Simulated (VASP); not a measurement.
An input for Ansatz (written as the equivalent of a VASP run, and not itself run):

Ansatz 0.2 input:
```yaml
crystal:
  lattice:
    - [4.0438116, 0.0000000, 0.0000000]
    - [0.0000000, 4.0438116, 0.0000000]
    - [0.0000000, 0.0000000, 4.0438116]
  atoms:
    - { symbol: K, position: [0.0000000, 0.0000000, 0.0000000] }
    - { symbol: Zn, position: [0.5000000, 0.5000000, 0.5000000] }
    - { symbol: F, position: [0.5000000, 0.0000000, 0.5000000] }
    - { symbol: F, position: [0.0000000, 0.5000000, 0.5000000] }
    - { symbol: F, position: [0.5000000, 0.5000000, 0.0000000] }
kpoints:
  mp_grid: { grid: [6, 6, 6] }
hamiltonian:
  xc: pbe
  pseudopotentials: { kind: paw }
scf:
  occupations: { method: gaussian, width: 0.05 }
  max_iter: 100
relax:
  max_steps: 40
  f_tol: 0.02
  cell: { p_target: 10 }
output: { forces: true, stress: true, eigenvalues: true }
```

**Question.** Translate this input to VASP (INCAR, KPOINTS, POSCAR, choice of POTCAR).

**Answer.** This is not unique; one that fits is 
### INCAR
```
ALGO = Normal
EDIFF = 1E-6
EDIFFG = -0.02
ENCUT = 620
GGA = PE
IBRION = 2
ISIF = 3
ISMEAR = 0
LASPH = .TRUE.
LCHARG = .FALSE.
LMAXMIX = 4
LREAL = .FALSE.
LWAVE = .FALSE.
NELM = 100
NSW = 40
PREC = Accurate
PSTRESS = 100
SIGMA = 0.05
SYSTEM = KZnF3
```

POSCAR:
```
KZnF3
1.0
  4.0438116365   0.0000000000   0.0000000000
  0.0000000000   4.0438116365   0.0000000000
  0.0000000000   0.0000000000   4.0438116365
K Zn F
1 1 3
Cart
  0.0000000000   0.0000000000   0.0000000000
  2.0219058183   2.0219058183   2.0219058183
  2.0219058183   0.0000000000   2.0219058183
  0.0000000000   2.0219058183   2.0219058183
  2.0219058183   2.0219058183   0.0000000000
```

KPOINTS:
```
kpoints
0
G
  6 6 6
0 0 0
```

POTCAR, in this order: K_sv Zn F (PBE.64 set). Program: vasp_std.

Limits of the translation: each code has its own PAW files, so the cut-off isn't converted (ENCUT is set for VASP's; basis.ecutwfc is left out, and Ansatz then takes the one that its files recommend); Ansatz stops its SCF on the density residual and VASP on the energy change (EDIFF).

The compound is KZnF3 in the cubic perovskite structure. This run relaxes it under an external pressure of 10 GPa. Symmetry was kept, so distortions that lower it aren't found.
